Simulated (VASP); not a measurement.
Energy against volume of Zr (hcp). Method: optB88-vdW, VASP's PBE PAW potentials (set 64) (plane waves; VASP). Numerical set-up: 520 eV cut-off, 13×13×7 Γ-centred mesh, first-order Methfessel-Paxton smearing of 0.10 eV, potentials Zr_sv.

Shape and ions are relaxed at each volume.

```json
[
 {"V (Å³/atom)": "21.722", "E (eV/atom)": "-5.72897"},
 {"V (Å³/atom)": "22.415", "E (eV/atom)": "-5.74992"},
 {"V (Å³/atom)": "23.108", "E (eV/atom)": "-5.75678"},
 {"V (Å³/atom)": "23.802", "E (eV/atom)": "-5.75109"}
]
```

Problem. Fit these four points and predict the energy of the run at 24.495 Å³/atom.

Solution. A cubic in V^(−2/3), the third-order Birch-Murnaghan form, passes through the four points with V0 = 23.13 Å³/atom and B0 = 96 GPa, and gives -5.7343 eV/atom there. The run gave -5.7344 eV/atom, -0.1 meV/atom from the fit; all five points give B0 = 96 GPa.

The compound is Zr in the hcp structure. It was relaxed first.
